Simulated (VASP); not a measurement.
Calculation: LDA (Ceperley-Alder, Perdew-Zunger), VASP's LDA PAW potentials (set 64) (plane waves; VASP).

VASP ran on this input.

File POSCAR:
```
NaI
1
    0.0000000000     3.2186550000     3.2186550000
    3.2186550000     0.0000000000     3.2186550000
    3.2186550000     3.2186550000     0.0000000000
Na I
1 1
Direct
  0.0000000000   0.0000000000   0.0000000000
  0.5000000000   0.5000000000   0.5000000000
```

KPOINTS:
```
kpoints
0
G
  7 7 7
0 0 0
```

### INCAR
```
# general
SYSTEM  = NaI
PREC    = Accurate
ENCUT   = 400
LREAL   = .False.
LASPH   = .True.

# electronic loop
EDIFF   = 1E-6
NELM    = 100
ALGO    = Normal
LMAXMIX = 4

# smearing
ISMEAR  = 0
SIGMA   = 0.05

# ions
IBRION  = 2
NSW     = 60
ISIF    = 3
EDIFFG  = -0.01

# output
LWAVE   = .False.
LCHARG  = .False.
```

POTCAR, in this order: Na_pv I (LDA.64 set). Program: vasp_std.

Energy and stress use the plane-wave basis of the starting cell. Unless said otherwise, spin-orbit coupling is left out, though it shifts the bands of the heavy elements here.

Q: Predict the energy per atom (σ→0), volume per atom, band gap (on the k-mesh).

A: 
```
Property                          Result
------------------------  --------------
energy per atom (σ→0)     -3.010 eV/atom
band gap (on the k-mesh)         3.65 eV
volume per atom           30.56 Å^3/atom
```

OSZICAR:
```
...
DAV:   1    -0.602137877100E+01   -0.14320E-02   -0.30465E-02   497   0.258E+00    0.212E-01
DAV:   2    -0.602033159942E+01    0.10472E-02   -0.13569E-03   488   0.437E-01    0.102E-01
DAV:   3    -0.602002739108E+01    0.30421E-03   -0.71310E-04   494   0.274E-01    0.490E-02
DAV:   4    -0.602002161792E+01    0.57732E-05   -0.11354E-05   477   0.359E-02    0.465E-02
DAV:   5    -0.602001063437E+01    0.10984E-04   -0.11885E-06   277   0.143E-02    0.684E-03
DAV:   6    -0.602000948059E+01    0.11538E-05   -0.17689E-06   238   0.163E-02    0.111E-02
DAV:   7    -0.602000954303E+01   -0.62442E-07   -0.13407E-07   226   0.399E-03
   4 F= -.60200095E+01 E0= -.60200095E+01  d E =-.285659E-01
```

The structure comes from a computed database's NaI entry (Fm-3m); how it stands against other phases isn't given here. This run relaxes it. Symmetry was kept, so distortions that lower it aren't found.
